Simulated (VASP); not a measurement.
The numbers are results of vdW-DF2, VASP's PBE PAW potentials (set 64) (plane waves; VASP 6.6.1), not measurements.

The input files of a VASP run:

**POSCAR**
```
MoSi2
1
   -1.6766381316     1.6766381316     4.0823163751
    1.6766381316    -1.6766381316     4.0823163751
    1.6766381316     1.6766381316    -4.0823163751
Si Mo
2 1
Direct
  0.6635958266   0.6635958266   0.0000000000
  0.3364041734   0.3364041734   0.0000000000
  0.0000000000   0.0000000000   0.0000000000
```

File KPOINTS:
```
Automatic
0
gamma
  13 13 13
0 0 0
```

### INCAR
```
! general
SYSTEM  =MoSi2
PREC    =Accurate
ENCUT   =520   ! plane-wave cut-off (eV)
LREAL   =.FALSE.   ! projection in real space or not
LASPH   =.TRUE.

! electronic loop
EDIFF   =1E-7
NELM    =100   ! most electronic steps
ALGO    =Normal   ! blocked Davidson
LMAXMIX =4   ! l cut-off of mixed one-centre charges

! smearing
ISMEAR  =1
SIGMA   =0.1   ! width (eV)

! functional
GGA     =ML
LUSE_VDW=.TRUE.
AGGAC   =0.0
ZAB_VDW =-1.8867

! ions
IBRION  =2
NSW     =30   ! most ionic steps
ISIF    =4   ! ions and shape, fixed volume
EDIFFG  =-0.01   ! ionic stop

! output
LWAVE   =.FALSE.
LCHARG  =.FALSE.
```

POTCAR, in this order: Si Mo_sv (PBE.64 set). Program: vasp_std.

The run wrote:

### OSZICAR
```
       N       E                     dE             d eps       ncg     rms          rms(c)
DAV:   1     0.129332706576E+03    0.12933E+03   -0.11279E+04  5928   0.137E+03
DAV:   2    -0.118602985803E+02   -0.14119E+03   -0.13940E+03  7245   0.330E+02
DAV:   3    -0.150661333236E+02   -0.32058E+01   -0.31624E+01  8085   0.442E+01
DAV:   4    -0.150848957839E+02   -0.18762E-01   -0.18755E-01  6573   0.400E+00
DAV:   5    -0.150851020462E+02   -0.20626E-03   -0.20625E-03  8207   0.381E-01    0.141E+01
DAV:   6    -0.144971042137E+02    0.58800E+00   -0.11795E+01  6636   0.204E+01    0.346E+00
DAV:   7    -0.142452816451E+02    0.25182E+00   -0.23100E+00  6567   0.918E+00    0.280E+00
DAV:   8    -0.142502393744E+02   -0.49577E-02   -0.11016E-01  6853   0.285E+00    0.575E-01
DAV:   9    -0.142548912889E+02   -0.46519E-02   -0.85264E-03  7672   0.781E-01    0.259E-01
DAV:  10    -0.142559097251E+02   -0.10184E-02   -0.34102E-03  7063   0.452E-01    0.527E-02
DAV:  11    -0.142559689954E+02   -0.59270E-04   -0.62953E-04  7063   0.190E-01    0.348E-02
DAV:  12    -0.142559777890E+02   -0.87936E-05   -0.70966E-05  7035   0.546E-02    0.900E-03
DAV:  13    -0.142559811385E+02   -0.33495E-05   -0.12632E-05  7140   0.242E-02    0.376E-03
DAV:  14    -0.142559815421E+02   -0.40360E-06   -0.12623E-06  6797   0.874E-03    0.900E-04
DAV:  15    -0.142559816390E+02   -0.96880E-07   -0.15313E-07  6378   0.345E-03
   1 F= -.14255982E+02 E0= -.14255866E+02  d E =-.142560E+02
       N       E                     dE             d eps       ncg     rms          rms(c)
DAV:   1    -0.142604821095E+02   -0.45006E-02   -0.13711E-01  6111   0.349E+00    0.318E-01
DAV:   2    -0.142583657168E+02    0.21164E-02   -0.46638E-03  7588   0.554E-01    0.159E-01
DAV:   3    -0.142577851402E+02    0.58058E-03   -0.18969E-03  7567   0.329E-01    0.568E-02
DAV:   4    -0.142577538017E+02    0.31339E-04   -0.20961E-04  6727   0.984E-02    0.196E-02
DAV:   5    -0.142577525906E+02    0.12111E-05   -0.12816E-05  6972   0.242E-02    0.825E-03
DAV:   6    -0.142577528408E+02   -0.25018E-06   -0.21809E-06  7476   0.109E-02    0.171E-03
DAV:   7    -0.142577527970E+02    0.43803E-07   -0.10562E-07  3990   0.254E-03
   2 F= -.14257753E+02 E0= -.14257626E+02  d E =-.177116E-02
       N       E                     dE             d eps       ncg     rms          rms(c)
DAV:   1    -0.142578155995E+02   -0.62759E-04   -0.20284E-03  6118   0.424E-01    0.388E-02
DAV:   2    -0.142577841609E+02    0.31439E-04   -0.70968E-05  7630   0.680E-02    0.194E-02
DAV:   3    -0.142577757828E+02    0.83780E-05   -0.28389E-05  7532   0.401E-02    0.730E-03
DAV:   4    -0.142577750895E+02    0.69330E-06   -0.34765E-06  6756   0.127E-02    0.239E-03
DAV:   5    -0.142577750731E+02    0.16409E-07   -0.20729E-07  5500   0.310E-03
   3 F= -.14257775E+02 E0= -.14257649E+02  d E =-.179343E-02
       N       E                     dE             d eps       ncg     rms          rms(c)
DAV:   1    -0.142584956633E+02   -0.72057E-03   -0.27363E-02  6888   0.145E+00    0.121E-01
DAV:   2    -0.142581289259E+02    0.36674E-03   -0.10610E-03  7140   0.250E-01    0.618E-02
DAV:   3    -0.142580360158E+02    0.92910E-04   -0.32949E-04  7336   0.130E-01    0.254E-02
DAV:   4    -0.142580256555E+02    0.10360E-04   -0.58168E-05  7207   0.530E-02    0.791E-03
DAV:   5    -0.142580255273E+02    0.12825E-06   -0.41194E-06  6566   0.128E-02    0.395E-03
DAV:   6    -0.142580256314E+02   -0.10411E-06   -0.36764E-07  7112   0.468E-03    0.127E-03
DAV:   7    -0.142580256640E+02   -0.32557E-07   -0.52510E-08  3276   0.200E-03
   4 F= -.14258026E+02 E0= -.14257905E+02  d E =-.250591E-03
```

### OUTCAR
```
------------------------ aborting loop because EDIFF is reached ----------------------------------------
  FORCE on cell =-STRESS in cart. coord.  units (eV):
  Direction    XX          YY          ZZ          XY          YZ          ZX
  --------------------------------------------------------------------------------------
  Total       -2.2945177     -2.2945177     -2.2692007      0.0000000     -0.0000000      0.0000000
  in kB      -80.0860131    -80.0860131    -79.2023659      0.0000000     -0.0000000      0.0000000
  external PRESSURE =     -79.7914640 kB  Pullay stress =       0.0000000 kB
  volume of cell :       45.90
      direct lattice vectors                 reciprocal lattice vectors
    -1.678755591  1.678755591  4.072024598     0.000000000  0.297839663  0.122789042
     1.678755591 -1.678755591  4.072024598     0.297839663  0.000000000  0.122789042
     1.678755591  1.678755591 -4.072024598     0.297839663  0.297839663  0.000000000
 POSITION                                       TOTAL-FORCE (eV/Angst)
 -----------------------------------------------------------------------------------
      1.67876      1.67876      1.32152        -0.000000     -0.000000     -0.005657
      0.00000      0.00000      2.75050        -0.000000     -0.000000      0.005657
      1.67876      1.67876     -4.07202         0.000000      0.000000      0.000000
 -----------------------------------------------------------------------------------
    total drift:                               -0.000000      0.000000      0.000000
  FREE ENERGIE OF THE ION-ELECTRON SYSTEM (eV)
  ---------------------------------------------------
  free  energy   TOTEN  =       -14.2580256640 eV

  energy  without entropy=      -14.2576627623  energy(sigma->0) =      -14.25790470

 reached required accuracy - stopping structural energy minimisation
```
(Selected blocks of OUTCAR.)

**CONTCAR**
```
MoSi2
   1.00000000000000
    -1.6787555913646277    1.6787555913646277    4.0720245980585377
     1.6787555913646277   -1.6787555913646277    4.0720245980585377
     1.6787555913646277    1.6787555913646277   -4.0720245980585377
  Si              Mo
     2     1
Direct
     0.6622684501064884    0.6622684501064884    1.0000000000000000
     0.3377315498935117    0.3377315498935117    0.0000000000000000
     0.0000000000000000    0.0000000000000000    1.0000000000000000
```

The compound is MoSi2 in the MoSi2 type structure. This cell is one point of a volume scan, at 1.06 of the reference volume. Symmetry was kept, so distortions that lower it aren't found.
